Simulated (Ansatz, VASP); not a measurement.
## WS2 (Tungstenite) in two plane-wave programs

Wanted: the spread between two codes on one cell, functional and k mesh. The cell is taken from a series of runs on this material, whose earlier steps may have relaxed, scaled, displaced or heated it; both programs get it as it stands.

Main program and level: Ansatz 0.2.0; plane waves, with VASP 6.6.1 beside it; dielectric response at PBEsol.

## Step 1: The structure

It takes space group P6_3/mmc (No. 194, hexagonal). Conventional cell: a = 3.115 Å, b = 3.115 Å, c = 11.777 Å, α = 90.00°, β = 90.00°, γ = 120.00°. Nearest to W lie 6 S at 2.39 Å. Nearest to S lie 3 W at 2.39 Å. Farther neighbours and most contacts between anions are not listed.

## Step 2: VASP: dielectric response, PBEsol

The response to a field tests empty states and converges slowly with the mesh.

Lines of VASP's logs that name or quote its potential files are left out, and so is its time.

INCAR

```
SYSTEM = WS2
PREC = Accurate
ENCUT = 520
EDIFF = 1E-08
NELM = 120
ISMEAR = 0
SIGMA = 0.01
LREAL = .FALSE.
ALGO = Normal
GGA = PS
NBANDS = 24
LASPH = .TRUE.
LORBIT = 11
LWAVE = .FALSE.
LCHARG = .FALSE.
ISIF = 2
LEPSILON = .TRUE.
GGA_COMPAT = .FALSE.
EFERMI = MIDGAP
KPAR = 2
```

POSCAR

```
WS2
1.0
    3.1147253393      0.0000000000      0.0000000000
   -1.5573626697      2.6974312697      0.0000000000
    0.0000000000      0.0000000000     11.7765970866
W S
2 4
Direct
    0.3333333333      0.6666666667      0.2500000000
    0.6666666667      0.3333333333      0.7500000000
    0.3333333333      0.6666666667      0.6164917146
    0.6666666667      0.3333333333      0.1164917146
    0.3333333333      0.6666666667      0.8835082854
    0.6666666667      0.3333333333      0.3835082854
```

KPOINTS

```
Automatic mesh
0
Gamma
8 8 2
0 0 0
```

The projector-augmented-wave data sets are W and S (PBE family, release 64).

On the command line:

```
$ mpirun -np 2 vasp_std
```

Numbers of over 12 decimals in the logs are rounded to 6 here.

Log:

```text
[banner, memory and clock lines left out]
running    2 mpi-ranks, on    1 nodes
 distrk:  each k-point on    1 cores,    2 groups
 distr:  one band on    1 cores,    1 groups

 POSCAR found type information on POSCAR W S
 POSCAR found :  2 types and       6 ions
|                                                                             |
|               ----> ADVICE to this user running VASP <----                  |
|                                                                             |
|     You enforced a specific xc type in the INCAR file but a different       |
|     [... a line on the potential file left out ...]
|     I HOPE YOU KNOW WHAT YOU ARE DOING!                                     |
|                                                                             |

 LDA part: xc-table for (Slater+PW92), standard interpolation
 POSCAR, INCAR and KPOINTS ok, starting setup
 FFT: planning ... GRIDC
 FFT: planning ... GRID_SOFT
 FFT: planning ... GRID
 WAVECAR not read
 entering main loop
       N       E                     dE             d eps       ncg     rms          rms(c)
DAV:   1     0.189033753283E+03    0.18903E+03   -0.16604E+04   960   0.135E+03
DAV:   2    -0.376628119214E+02   -0.22670E+03   -0.21783E+03  1288   0.294E+02
DAV:   3    -0.528095410458E+02   -0.15147E+02   -0.15041E+02  1312   0.698E+01
DAV:   4    -0.531164140261E+02   -0.30687E+00   -0.30604E+00  1264   0.114E+01
DAV:   5    -0.531251299313E+02   -0.87159E-02   -0.87090E-02  1344   0.171E+00    0.428E+01
DAV:   6    -0.509947801652E+02    0.21303E+01   -0.86094E+00  1424   0.148E+01    0.196E+01
DAV:   7    -0.507111518387E+02    0.28363E+00   -0.32562E+00  1272   0.102E+01    0.885E+00
DAV:   8    -0.505786966072E+02    0.13246E+00   -0.48423E-01  1320   0.455E+00    0.142E+00
DAV:   9    -0.505738333026E+02    0.48633E-02   -0.67982E-02  1344   0.145E+00    0.618E-01
DAV:  10    -0.505717581578E+02    0.20751E-02   -0.16242E-02  1336   0.738E-01    0.304E-01
DAV:  11    -0.505716427268E+02    0.11543E-03   -0.17414E-03  1344   0.248E-01    0.934E-02
DAV:  12    -0.505716219926E+02    0.20734E-04   -0.30594E-04  1312   0.117E-01    0.641E-02
DAV:  13    -0.505716243151E+02   -0.23225E-05   -0.19523E-05  1352   0.254E-02    0.122E-02
DAV:  14    -0.505716233989E+02    0.91624E-06   -0.24550E-06  1416   0.824E-03    0.472E-03
DAV:  15    -0.505716235719E+02   -0.17304E-06   -0.26796E-07  1248   0.316E-03    0.462E-03
DAV:  16    -0.505716236178E+02   -0.45840E-07   -0.25754E-08  1032   0.920E-04    0.175E-03
DAV:  17    -0.505716236254E+02   -0.75829E-08   -0.15437E-08   824   0.712E-04
   1 F= -.50571624E+02 E0= -.50571624E+02  d E =0.000000E+00
 Linear response reoptimize wavefunctions to high precision
DAV:   1    -0.505716236295E+02   -0.41023E-08   -0.39236E-09   992   0.300E-04
DAV:   2    -0.505716236296E+02   -0.11278E-09   -0.46860E-10   784   0.126E-04
DAV:   3    -0.505716236295E+02    0.90495E-10   -0.13688E-10   744   0.576E-05
 Linear response G [H, r] |phi>, progress :
  Direction:   1
       N       E                     dE             d eps       ncg     rms
RMM:   1    -0.196106777139E+03   -0.19611E+03   -0.20601E+02  2508   0.975E+01
RMM:   2    -0.151312863307E+03    0.44794E+02   -0.22550E+01  1561   0.283E+01
RMM:   3    -0.151829075190E+03   -0.51621E+00   -0.14859E+00  1674   0.449E+00
RMM:   4    -0.151872656834E+03   -0.43582E-01   -0.69551E-02  1715   0.935E-01
RMM:   5    -0.151874650965E+03   -0.19941E-02   -0.46280E-03  1765   0.210E-01
RMM:   6    -0.151874787854E+03   -0.13689E-03   -0.29365E-04  1783   0.502E-02
RMM:   7    -0.151874798011E+03   -0.10157E-04   -0.17791E-05  1838   0.140E-02
RMM:   8    -0.151874798503E+03   -0.49177E-06    0.25440E-04  1895   0.517E-03
RMM:   9    -0.151874798315E+03    0.18797E-06    0.16983E-04  1944   0.314E-03
RMM:  10    -0.151874798399E+03   -0.84516E-07    0.18502E-05  1765   0.250E-03
RMM:  11    -0.151874798653E+03   -0.25321E-06   -0.10569E-04  1544   0.233E-03
RMM:  12    -0.151874798330E+03    0.32257E-06   -0.10542E-04  1413   0.229E-03
RMM:  13    -0.151874798583E+03   -0.25314E-06   -0.25873E-05  1371   0.228E-03
 Linear response G [H, r] |phi>, progress :
  Direction:   2
       N       E                     dE             d eps       ncg     rms
RMM:   1    -0.207761237265E+03   -0.20776E+03   -0.41256E+02  2497   0.954E+01
RMM:   2    -0.162339681458E+03    0.45422E+02   -0.19494E+01  1594   0.266E+01
RMM:   3    -0.162882219250E+03   -0.54254E+00   -0.15438E+00  1674   0.418E+00
RMM:   4    -0.162927459585E+03   -0.45240E-01   -0.65310E-02  1714   0.893E-01
RMM:   5    -0.162929510988E+03   -0.20514E-02   -0.51816E-03  1748   0.208E-01
RMM:   6    -0.162929681842E+03   -0.17085E-03   -0.39532E-04  1777   0.520E-02
RMM:   7    -0.162929693088E+03   -0.11246E-04   -0.73796E-05  1836   0.152E-02
[...]
RMM:   2    -0.158227246543E+03    0.55991E+02   -0.26001E+01  1509   0.275E+01
RMM:   3    -0.158973692350E+03   -0.74645E+00   -0.20377E+00  1643   0.454E+00
RMM:   4    -0.159015941014E+03   -0.42249E-01   -0.11881E-01  1716   0.917E-01
RMM:   5    -0.159017521194E+03   -0.15802E-02   -0.68662E-03  1748   0.207E-01
RMM:   6    -0.159017693171E+03   -0.17198E-03   -0.12829E-03  1785   0.537E-02
RMM:   7    -0.159017720828E+03   -0.27657E-04   -0.21435E-04  1823   0.139E-02
[...]
RMM:  12    -0.385850472075E+01    0.81557E-08    0.58340E-07  1105   0.328E-04
RMM:  13    -0.385850472220E+01   -0.14419E-08    0.30222E-07  1083   0.323E-04
 change of polarisation eV/A/(eV/A) component  2 :    -1.035     7.717     0.000
 dielectric tensor                  component  2 :    -1.892    15.113     0.000
 Linear response to external field (no local field effect), progress :
  Direction:   3
       N       E                     dE             d eps       ncg     rms          rms(c)
RMM:   1    -0.255392541633E+01   -0.25539E+01   -0.12575E+01  1872   0.799E+00
RMM:   2    -0.270567853631E+01   -0.15175E+00   -0.89033E-02  1550   0.149E+00
RMM:   3    -0.270889915549E+01   -0.32206E-02   -0.50581E-03  1671   0.232E-01
RMM:   4    -0.270910095357E+01   -0.20180E-03   -0.28676E-04  1718   0.475E-02
RMM:   5    -0.270911351384E+01   -0.12560E-04   -0.27191E-05  1766   0.117E-02
RMM:   6    -0.270911439188E+01   -0.87803E-06   -0.25127E-06  1661   0.288E-03
RMM:   7    -0.270911444073E+01   -0.48853E-07   -0.57043E-07  1564   0.927E-04
RMM:   8    -0.270911444057E+01    0.15791E-09    0.24781E-07  1368   0.452E-04
RMM:   9    -0.270911444078E+01   -0.20484E-09    0.29581E-07  1267   0.347E-04
RMM:  10    -0.270911444034E+01    0.43730E-09   -0.30542E-07  1154   0.323E-04
RMM:  11    -0.270911444207E+01   -0.17345E-08   -0.12437E-06  1105   0.322E-04
RMM:  12    -0.270911444276E+01   -0.68624E-09   -0.70038E-07  1098   0.323E-04
 change of polarisation eV/A/(eV/A) component  3 :     0.000     0.000     5.418
 dielectric tensor                  component  3 :     0.000     0.000    10.909
 Linear response to external field, progress :
  Direction:   1
       N       E                     dE             d eps       ncg     rms          rms(c)
RMM:   1    -0.375825877654E+01   -0.37583E+01   -0.22618E+01  3908   0.843E+00
RMM:   2    -0.388304574691E+01   -0.12479E+00   -0.13905E-01  3298   0.157E+00    0.364E+00
RMM:   3    -0.375004633699E+01    0.13300E+00   -0.15380E-01  3516   0.175E+00    0.199E+00
RMM:   4    -0.384902453788E+01   -0.98978E-01   -0.12288E-01  3510   0.160E+00    0.420E-01
RMM:   5    -0.387917663381E+01   -0.30152E-01   -0.64496E-03  3566   0.433E-01    0.451E-02
RMM:   6    -0.387643490818E+01    0.27417E-02   -0.27246E-04  3636   0.792E-02    0.270E-02
RMM:   7    -0.387717569063E+01   -0.74078E-03   -0.36249E-05  3685   0.223E-02    0.523E-03
RMM:   8    -0.387748956837E+01   -0.31388E-03   -0.21688E-07  3693   0.590E-03    0.209E-03
RMM:   9    -0.387751157823E+01   -0.22010E-04    0.60010E-06  3776   0.229E-03    0.718E-04
RMM:  10    -0.387751613383E+01   -0.45556E-05   -0.28666E-06  3781   0.102E-03    0.125E-04
RMM:  11    -0.387751989600E+01   -0.37622E-05    0.77251E-07  3766   0.481E-04    0.520E-05
RMM:  12    -0.387751921144E+01    0.68456E-06   -0.47434E-07  3309   0.331E-04    0.122E-05
RMM:  13    -0.387751895552E+01    0.25591E-06    0.18251E-07  2363   0.287E-04    0.651E-06
 change of polarisation eV/A/(eV/A) component  1 :     7.347    -0.356     0.000
 dielectric tensor                  component  1 :    14.436    -0.651     0.000
 Linear response to external field, progress :
  Direction:   2
       N       E                     dE             d eps       ncg     rms          rms(c)
RMM:   1    -0.375967187575E+01   -0.37597E+01   -0.22632E+01  3902   0.842E+00
RMM:   2    -0.388326712673E+01   -0.12360E+00   -0.13755E-01  3308   0.156E+00    0.364E+00
RMM:   3    -0.375007751783E+01    0.13319E+00   -0.15310E-01  3501   0.175E+00    0.199E+00
RMM:   4    -0.384899602375E+01   -0.98919E-01   -0.12299E-01  3508   0.160E+00    0.421E-01
RMM:   5    -0.387900134946E+01   -0.30005E-01   -0.63872E-03  3570   0.430E-01    0.490E-02
RMM:   6    -0.387698827432E+01    0.20131E-02   -0.25533E-04  3649   0.809E-02    0.287E-02
RMM:   7    -0.387680816393E+01    0.18011E-03   -0.34414E-05  3669   0.247E-02    0.112E-02
RMM:   8    -0.387748008490E+01   -0.67192E-03   -0.16873E-06  3687   0.735E-03    0.234E-03
RMM:   9    -0.387749928410E+01   -0.19199E-04   -0.57153E-06  3751   0.254E-03    0.685E-04
RMM:  10    -0.387751784783E+01   -0.18564E-04    0.34341E-06  3801   0.984E-04    0.159E-04
RMM:  11    -0.387751969694E+01   -0.18491E-05   -0.36110E-06  3765   0.448E-04    0.729E-05
RMM:  12    -0.387751942210E+01    0.27484E-06   -0.10687E-06  3425   0.325E-04    0.170E-05
RMM:  13    -0.387751960273E+01   -0.18064E-06   -0.18772E-06  2515   0.280E-04    0.687E-06
 change of polarisation eV/A/(eV/A) component  2 :    -0.348     7.347     0.000
 dielectric tensor                  component  2 :    -0.636    14.436     0.000
 Linear response to external field, progress :
  Direction:   3
       N       E                     dE             d eps       ncg     rms          rms(c)
RMM:   1    -0.255392541633E+01   -0.25539E+01   -0.12575E+01  1872   0.799E+00
RMM:   2    -0.270567918592E+01   -0.15175E+00   -0.89040E-02  1547   0.149E+00    0.518E+00
RMM:   3    -0.196460267039E+01    0.74108E+00   -0.27392E+00  1580   0.509E+00    0.260E+00
RMM:   4    -0.198112648980E+01   -0.16524E-01   -0.29224E-01  1694   0.162E+00    0.126E+00
RMM:   5    -0.200700806273E+01   -0.25882E-01   -0.49371E-02  1630   0.874E-01    0.390E-01
RMM:   6    -0.201166171531E+01   -0.46537E-02   -0.38214E-03  1701   0.233E-01    0.280E-01
RMM:   7    -0.201872922214E+01   -0.70675E-02   -0.11595E-03  1745   0.125E-01    0.109E-01
RMM:   8    -0.201636303258E+01    0.23662E-02   -0.39292E-04  1718   0.839E-02    0.323E-02
RMM:   9    -0.201677410844E+01   -0.41108E-03    0.29880E-05  1758   0.229E-02    0.253E-02
RMM:  10    -0.201673100999E+01    0.43098E-04    0.10738E-05  1795   0.805E-03    0.114E-02
RMM:  11    -0.201674966078E+01   -0.18651E-04   -0.14907E-04  1740   0.675E-03    0.161E-03
RMM:  12    -0.201674221449E+01    0.74463E-05   -0.10937E-04  1838   0.163E-03    0.115E-03
RMM:  13    -0.201674263672E+01   -0.42224E-06    0.12478E-06  1824   0.603E-04    0.395E-04
RMM:  14    -0.201674502740E+01   -0.23907E-05    0.50440E-05  1914   0.385E-04    0.129E-04
RMM:  15    -0.201674429829E+01    0.72911E-06    0.35955E-05  1552   0.219E-04    0.641E-05
RMM:  16    -0.201673889914E+01    0.53991E-05    0.49909E-05  1361   0.198E-04    0.114E-05
RMM:  17    -0.201674031271E+01   -0.14136E-05    0.13477E-05  1155   0.188E-04    0.294E-06
 change of polarisation eV/A/(eV/A) component  3 :     0.000     0.000     3.851
 dielectric tensor                  component  3 :     0.000     0.000     8.042
 Born effective charges drift removed
```

Parts of OUTCAR (step 2):

```text
ion  position               nearest neighbor table
   1  0.333  0.667  0.250-   4 2.39   6 2.39   4 2.39   6 2.39   4 2.39   6 2.39
   2  0.667  0.333  0.750-   3 2.39   5 2.39   3 2.39   5 2.39   3 2.39   5 2.39
   3  0.333  0.667  0.616-   2 2.39   2 2.39   2 2.39
   4  0.667  0.333  0.116-   1 2.39   1 2.39   1 2.39
   5  0.333  0.667  0.884-   2 2.39   2 2.39   2 2.39
   6  0.667  0.333  0.384-   1 2.39   1 2.39   1 2.39

  LATTYP: Found a hexagonal cell.
 ALAT       =     3.1147253393
 C/A-ratio  =     3.7809423958

 Subroutine GETGRP returns: Found 24 space group operations
 (whereof 12 operations were pure point group operations)

The static configuration has the point symmetry D_3d.
 The point group associated with its full space group is D_6h.

 Found     20 irreducible k-points:

   k-points           NKPTS =     20   k-points in BZ     NKDIM =     20   number of bands    NBANDS=     24

   dimension x,y,z NGX =    24 NGY =   24 NGZ =   90
   dimension x,y,z NGXF=    48 NGYF=   48 NGZF=  180

   ENCUT  =  520.0 eV  38.22 Ry    6.18 a.u.   5.79  5.79 21.90*2*pi/ulx,y,z

   NELECT =      36.0000    total number of electrons

 k-points in reciprocal lattice and weights: Automatic mesh
   0.00000000  0.00000000  0.00000000       0.008
   0.12500000  0.00000000  0.00000000       0.047
   0.25000000  0.00000000  0.00000000       0.047
   0.37500000  0.00000000  0.00000000       0.047
   0.50000000  0.00000000  0.00000000       0.023
   0.12500000  0.12500000  0.00000000       0.047
   0.25000000  0.12500000  0.00000000       0.094
   0.37500000  0.12500000  0.00000000       0.094
   0.25000000  0.25000000  0.00000000       0.047
[...]
0.25000000  0.25000000  0.50000000       0.047
   0.37500000  0.25000000  0.50000000       0.047

 average (electrostatic) potential at core
       1 -38.7020       2 -38.7020       3 -84.9673       4 -84.9673       5 -84.9673
       6 -84.9673

  Total        2.2650644      2.2650645      2.5275467     -0.0000000      0.0000000      0.0000000
  in kB       36.6776233     36.6776233     40.9279326     -0.0000000      0.0000000      0.0000000
  external PRESSURE =      38.0943931 kB  Pullay stress =       0.0000000 kB

  energy-cutoff  :      520.00
  volume of cell :       98.94
      direct lattice vectors                 reciprocal lattice vectors
     3.114725339  0.000000000  0.000000000     0.321055596  0.185361535  0.000000000
    -1.557362670  2.697431270  0.000000000     0.000000000  0.370723069  0.000000000
     0.000000000  0.000000000 11.776597087     0.000000000  0.000000000  0.084914173

 POSITION                                       TOTAL-FORCE (eV/Angst)
 -----------------------------------------------------------------------------------
     -0.00000      1.79829      2.94415         0.000000     -0.000000     -0.000000
      1.55736      0.89914      8.83245         0.000000     -0.000000     -0.000000
     -0.00000      1.79829      7.26017         0.000000      0.000000      0.028143
      1.55736      0.89914      1.37188        -0.000000      0.000000      0.028143
     -0.00000      1.79829     10.40472         0.000000      0.000000     -0.028143
      1.55736      0.89914      4.51642        -0.000000     -0.000000     -0.028143
 -----------------------------------------------------------------------------------
    total drift:                               -0.000000      0.000000     -0.000000

 MACROSCOPIC STATIC DIELECTRIC TENSOR (including local field effects in DFT)
 ------------------------------------------------------
          14.435665    -0.000000     0.000000
          -0.000000    14.435665     0.000000
           0.000000     0.000000     8.042364
 ------------------------------------------------------

 PIEZOELECTRIC TENSOR (including local field effects)  for field in x, y, z        (C/m^2)
          XX          YY          ZZ          XY          YZ          ZX
  --------------------------------------------------------------------------------
  x     0.00000     0.00000     0.00000     0.00000     0.00000     0.00000
  y     0.00000     0.00000     0.00000     0.00000     0.00000     0.00000
  z     0.00000     0.00000     0.00000     0.00000     0.00000     0.00000

 BORN EFFECTIVE CHARGES (including local field effects) (in |e|, cummulative output)
 ---------------------------------------------------------------------------------
 ion    1
    1    -0.71734     0.00000     0.00000
    2     0.00000    -0.71734     0.00000
    3     0.00000    -0.00000    -0.66335
 ion    2
    1    -0.71734     0.00000     0.00000
    2     0.00000    -0.71734     0.00000
    3    -0.00000    -0.00000    -0.66335
 ion    3
    1     0.35867    -0.00000     0.00000
    2    -0.00000     0.35867    -0.00000
    3     0.00000     0.00000     0.33168
 ion    4
    1     0.35867    -0.00000    -0.00000
    2    -0.00000     0.35867     0.00000
    3     0.00000    -0.00000     0.33168
 ion    5
    1     0.35867    -0.00000    -0.00000
    2    -0.00000     0.35867     0.00000
    3     0.00000     0.00000     0.33168
 ion    6
    1     0.35867    -0.00000     0.00000
    2    -0.00000     0.35867    -0.00000
    3     0.00000     0.00000     0.33168
```

This run has no spin polarisation, so a moment on W, if there is one, isn't seen. The dielectric response converges more slowly with the mesh than energies do, so tensor and charges may still move on a finer one. The data set W keeps the semicore shell frozen, which is cheaper and a little less accurate.

(Part 1 of 2 ends here.)

[Lines on the potential files, build, host, timing and source positions are cut from VASP's logs without a mark.]

[Logs are printed without paths, hosts, clocks, repeated set-up lines and the standing remarks that a program may print on its own settings, such as how far it seeks lower states.]

[Hosts, paths, dates, database ids (printed as entryN), source tags and the programs' standing remarks are cut or masked in the printed files.]
